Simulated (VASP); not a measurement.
# CdP2C (P-4m2) in VASP: further runs, part 2 of 2

VASP 6.6.1. The steps go on from the part before.

### Step 4. Single point, r2SCAN

File POSCAR:

```
CdP2C
1.0
    3.3048441637      0.0000000000      0.0000000000
    0.0000000000      3.3048441637      0.0000000000
    0.0000000000      0.0000000000      5.9718372581
Cd P C
1 2 1
Direct
    0.0000000000      0.0000000000      0.0000000000
    0.0000000000      0.5000000000      0.3265445761
    0.5000000000      0.0000000000      0.6734554239
    0.5000000000      0.5000000000      0.5000000000
```

File INCAR.step1:

```
PREC     = Accurate       # precision mode
ENCUT    = 520            # plane-wave cutoff, eV
ISMEAR   = -1             # smearing method
SIGMA    = 0.05           # smearing width, eV
LREAL    = False          # projectors in reciprocal space
LASPH    = True           # aspherical terms in the spheres
NELM     = 100            # most SCF steps
NBANDS   = 21             # bands
GGA      = PE             # functional
ALGO     = Normal         # electronic algorithm
EDIFF    = 1E-4           # SCF threshold, eV
LWAVE    = True           # write WAVECAR
LCHARG   = False          # write CHGCAR
```

File INCAR.step2:

```
PREC     = Accurate       # precision mode
ENCUT    = 520            # plane-wave cutoff, eV
EDIFF    = 1E-7           # SCF threshold, eV
ISMEAR   = -1             # smearing method
SIGMA    = 0.05           # smearing width, eV
LREAL    = False          # projectors in reciprocal space
LASPH    = True           # aspherical terms in the spheres
NELM     = 100            # most SCF steps
ALGO     = Normal         # electronic algorithm
ISIF     = 2              # what is computed and relaxed
LWAVE    = False          # write WAVECAR
LCHARG   = False          # write CHGCAR
METAGGA  = R2SCAN         # meta-GGA
LMIXTAU  = True         
NBANDS   = 21             # bands
ISTART   = 1
```

File KPOINTS:

```
Automatic mesh
0
Gamma
  6 6 4
```

Command:

```console
$ cat potpaw_PBE.64/Cd/POTCAR potpaw_PBE.64/P/POTCAR potpaw_PBE.64/C/POTCAR > POTCAR
$ cp INCAR.step1 INCAR
$ mpirun -np 1 vasp_std > vasp.out
$ cp INCAR.step2 INCAR
$ mpirun -np 1 vasp_std > vasp.out
```

Wall time 80 s (1 thread of Intel Xeon 6975P-C (Granite Rapids), shared host); peak memory 0.22 GiB.

Results (log left out):

- Free energy: -45.3267 eV
- Pressure: 0.1 GPa
- Largest force: 0.196 eV/Å
- Band gap on the k mesh: none (metal or under the smearing width)

Forces in eV/Å, atoms in the order of the input:
```
Cd   0.000  0.000  0.000
P    0.000  0.000  0.196
P    0.000  0.000 -0.196
C    0.000  0.000  0.000
```

Stress tensor (GPa, compression positive):
```
0.17 0.00 0.00
0.00 0.17 0.00
0.00 0.00 0.08
```

Levels at points of the mesh, in eV from the Fermi level:
| k point | band 11 | band 12 | band 13 | band 14 | band 15 | band 16 |
| --- | --- | --- | --- | --- | --- | --- |
| (0.00, 0.00, 0.00) | -2.56 | -1.58 | -0.33 | 0.65 | 0.65 | 2.35 |
| (0.50, 0.00, 0.00) | -5.19 | -5.14 | 0.20 | 0.33 | 2.30 | 2.98 |
| (0.50, 0.50, 0.00) | -4.47 | -4.47 | -3.30 | 1.03 | 1.03 | 1.12 |
| (0.00, 0.00, 0.50) | -5.72 | -0.69 | -0.40 | -0.01 | -0.01 | 3.68 |
| (0.50, 0.00, 0.50) | -3.50 | -3.16 | -0.94 | 0.31 | 1.07 | 1.43 |
| (0.50, 0.50, 0.50) | -5.03 | -5.03 | -3.92 | 2.21 | 3.48 | 3.48 |

Caveat: the PAW data sets were made with another functional, which shifts forces and pressure a little.

### Step 5. Single point, PBE-based screened hybrid

POSCAR is that of step 4.

File INCAR.step1:

```
SYSTEM = CdP2C
  PREC = Accurate
  ENCUT = 520
  EDIFF = 1E-5
  ISMEAR = -1
  SIGMA = 0.02
  LREAL = .FALSE.
  LASPH = .TRUE.
  NELM = 100
  ALGO = Normal
  ISIF = 2
  LWAVE = .TRUE.
  GGA = PE
  NBANDS = 21
```

File INCAR.step2:

```
SYSTEM = CdP2C
  PREC = Accurate
  ENCUT = 520
  EDIFF = 1E-7
  ISMEAR = -1
  SIGMA = 0.02
  LREAL = .FALSE.
  LASPH = .TRUE.
  NELM = 100
  ALGO = Normal
  ISIF = 2
  LWAVE = .FALSE.
  LCHARG = .TRUE.
  GGA = PE
  LHFCALC = .TRUE.
  AEXX = 0.75
  HFSCREEN = 0.3
  PRECFOCK = Normal
  LELF = .TRUE.
  LVHAR = .TRUE.
  ISTART = 1
  NBANDS = 21
```

File KPOINTS:

```
Automatic mesh
0
G
  4 4 2
  0 0 0
```

Potentials or basis: VASP PAW PBE potentials, release 64 (Cd, P, C).

Command:

```console
$ cat potpaw_PBE.64/Cd/POTCAR potpaw_PBE.64/P/POTCAR potpaw_PBE.64/C/POTCAR > POTCAR
$ cp INCAR.step1 INCAR
$ mpirun -np 1 vasp_std > vasp.out
$ cp INCAR.step2 INCAR
$ mpirun -np 1 vasp_std > vasp.out
```

OUTCAR:

```text
SYSTEM = CdP2C
   PREC = Accurate
   ENCUT = 520
   EDIFF = 1E-7
   ISMEAR = -1
   LREAL = .FALSE.
   LASPH = .TRUE.
   NELM = 100
   ISIF = 2
   GGA = PE
   LHFCALC = .TRUE.
   AEXX = 0.75
   HFSCREEN = 0.3
   PRECFOCK = Normal
   ISTART = 1

 ion  position               nearest neighbor table
   1  0.000  0.000  0.000-   2 2.56   3 2.56   2 2.56   3 2.56
   2  0.000  0.500  0.327-   4 1.95   4 1.95   1 2.56   1 2.56
   3  0.500  0.000  0.673-   4 1.95   4 1.95   1 2.56   1 2.56
   4  0.500  0.500  0.500-   2 1.95   3 1.95   3 1.95   2 1.95

  LATTYP: Found a simple tetragonal cell.
 ALAT       =     3.3048441637
 C/A-ratio  =     1.8069951145

  Lattice vectors:

 A1 = (   3.3048441637,   0.0000000000,   0.0000000000)
 A2 = (   0.0000000000,   3.3048441637,   0.0000000000)
 A3 = (   0.0000000000,   0.0000000000,   5.9718372581)

Analysis of symmetry for initial positions (statically):
[... 166 lines left out ...]
  ext. energy  EPLUGINS =         0.00000000
  ---------------------------------------------------
  free energy    TOTEN  =       -26.92723336 eV

  energy without entropy =      -26.92720263  energy(sigma->0) =      -26.92721800

 E-fermi :   6.4843     XC(G=0):  -5.5128

 val. band max:        6.3326856928   @ k =   0.0000   0.0000   0.5000
 cond. band min:       6.6484607791   @ k =   0.2500   0.0000   0.5000
 fundamental gap:      0.3157750863
 Fermi energy:         6.4843413937

 k-point     1 :       0.0000    0.0000    0.0000
  band No.  band energies     occupation
      1     -16.1012      2.00000
      2     -10.0512      2.00000
      3      -8.3714      2.00000
      4      -8.3430      2.00000
      5      -8.1185      2.00000
      6      -8.1185      2.00000
[... 277 lines left out ...]
     20      11.7843      0.00000
     21      12.9287      0.00000

------------------------ aborting loop because EDIFF is reached ----------------------------------------

  FORCE on cell =-STRESS in cart. coord.  units (eV):
  Direction    XX          YY          ZZ          XY          YZ          ZX
  --------------------------------------------------------------------------------------
  -------------------------------------------------------------------------------------
  Total       -1.7962516     -1.7962516     -2.7035694      0.0000000      0.0000000      0.0000000
  in kB      -44.1232837    -44.1232837    -66.4107163      0.0000000      0.0000000      0.0000000
  external PRESSURE =     -51.5524279 kB  Pullay stress =       0.0000000 kB

 VOLUME and BASIS-vectors are now :
 -----------------------------------------------------------------------------
  energy-cutoff  :      520.00
  volume of cell :       65.22
      direct lattice vectors                 reciprocal lattice vectors
     3.304844164  0.000000000  0.000000000     0.302586128  0.000000000  0.000000000
     0.000000000  3.304844164  0.000000000     0.000000000  0.302586128  0.000000000
     0.000000000  0.000000000  5.971837258     0.000000000  0.000000000  0.167452654

 POSITION                                       TOTAL-FORCE (eV/Angst)
 -----------------------------------------------------------------------------------
      0.00000      0.00000      0.00000         0.000000     -0.000000      0.000000
      0.00000      1.65242      1.95007        -0.000000      0.000000      1.208678
      1.65242      0.00000      4.02177         0.000000      0.000000     -1.208678
      1.65242      1.65242      2.98592         0.000000      0.000000      0.000000
 -----------------------------------------------------------------------------------
    total drift:                                0.000000     -0.000000     -0.000017

  FREE ENERGIE OF THE ION-ELECTRON SYSTEM (eV)
  ---------------------------------------------------
  free  energy   TOTEN  =       -26.9272333574 eV

  energy  without entropy=      -26.9272026327  energy(sigma->0) =      -26.92721800
```

OUTCAR.step1:

```text
SYSTEM = CdP2C
   PREC = Accurate
   ENCUT = 520
   EDIFF = 1E-5
   ISMEAR = -1
   LREAL = .FALSE.
[... 504 lines left out ...]
      0.00000      1.65242      1.95007        -0.000000      0.000000      0.715390
      1.65242      0.00000      4.02177        -0.000000      0.000000     -0.715390
      1.65242      1.65242      2.98592         0.000000     -0.000000      0.000000
 -----------------------------------------------------------------------------------
    total drift:                               -0.000000      0.000000      0.000000

  FREE ENERGIE OF THE ION-ELECTRON SYSTEM (eV)
  ---------------------------------------------------
  free  energy   TOTEN  =       -18.1835872397 eV

  energy  without entropy=      -18.1832528718  energy(sigma->0) =      -18.18342006
```

OSZICAR.step1:

```text
N       E                     dE             d eps       ncg     rms          rms(c)
DAV:   1     0.137837236158E+03    0.13784E+03   -0.12554E+04   512   0.113E+03
DAV:   2    -0.119080725117E+02   -0.14975E+03   -0.14385E+03   564   0.263E+02
DAV:   3    -0.195109055324E+02   -0.76028E+01   -0.75313E+01   633   0.575E+01
DAV:   4    -0.195895752735E+02   -0.78670E-01   -0.78643E-01   587   0.596E+00
DAV:   5    -0.195905853667E+02   -0.10101E-02   -0.10101E-02   635   0.669E-01    0.112E+01
DAV:   6    -0.181865428432E+02    0.14040E+01   -0.50815E+00   735   0.223E+01    0.793E+00
DAV:   7    -0.182007222946E+02   -0.14179E-01   -0.82377E-01   554   0.521E+00    0.405E+00
DAV:   8    -0.181877530346E+02    0.12969E-01   -0.10686E-01   559   0.188E+00    0.622E-01
DAV:   9    -0.181837203621E+02    0.40327E-02   -0.16617E-02   644   0.794E-01    0.216E-01
DAV:  10    -0.181835818420E+02    0.13852E-03   -0.36669E-03   554   0.294E-01    0.103E-01
DAV:  11    -0.181835877967E+02   -0.59547E-05   -0.32946E-04   628   0.115E-01    0.293E-02
DAV:  12    -0.181835872397E+02    0.55697E-06   -0.25383E-05   503   0.332E-02
   1 F= -.18183587E+02 E0= -.18183420E+02  d E =-.334368E-03
```

Wall time 11 min (1 thread of Intel Xeon 6975P-C (Granite Rapids), shared host); peak memory 0.31 GiB.

Results:

```yaml
Free_energy: -26.9272 eV
Pressure: -5.2 GPa
Largest_force: 1.209 eV/Å
Band_gap_on_the_k_mesh: none (metal or under the smearing width)
```

Forces in eV/Å, atoms in the order of the input:
```
Cd   0.000  0.000  0.000
P    0.000  0.000  1.209
P    0.000  0.000 -1.209
C    0.000  0.000  0.000
```

Caveat: the k mesh is coarse (spacing up to 0.53 Å⁻¹), so the values aren't converged; the PAW data sets were made with another functional, which shifts forces and pressure a little.

### Step 6. The runs side by side

| level | k mesh | smearing | exchange at q = 0 | grid for exact exchange (PRECFOCK) | screening parameter | share of exact exchange | mesh quality | gap on the mesh (eV) | pressure (GPa) | largest force (eV/Å) |
| --- | --- | --- | --- | --- | --- | --- | --- | --- | --- | --- |
| HSE06 | 4 × 4 × 2 | fermi-dirac 0.02 eV | truncated | Normal | 0.2079 1/A | - | coarse | none | -1.1 | 0.87 |
| r2SCAN | 6 × 6 × 4 | fermi-dirac 0.02 eV | - | - | - | - | not flagged | none | 0.2 | 0.23 |
| r2SCAN | 6 × 6 × 4 | fermi-dirac 0.05 eV | - | - | - | - | not flagged | none | 0.1 | 0.20 |
| PBE-based screened hybrid | 4 × 4 × 2 | fermi-dirac 0.02 eV | truncated | Normal | 0.3 | 0.75 | coarse | none | -5.2 | 1.21 |

Alike in all rows: task single point; potentials or basis VASP PAW PBE potentials, release 64 (Cd, P, C); no spin polarisation; cell as given; cutoff (eV) 520.

Caveats: some runs use coarse meshes; the PAW data sets were made with another functional, which shifts forces and pressure a little.

Total energies depend on the potentials used, so only differences within one code and one set of settings carry meaning.
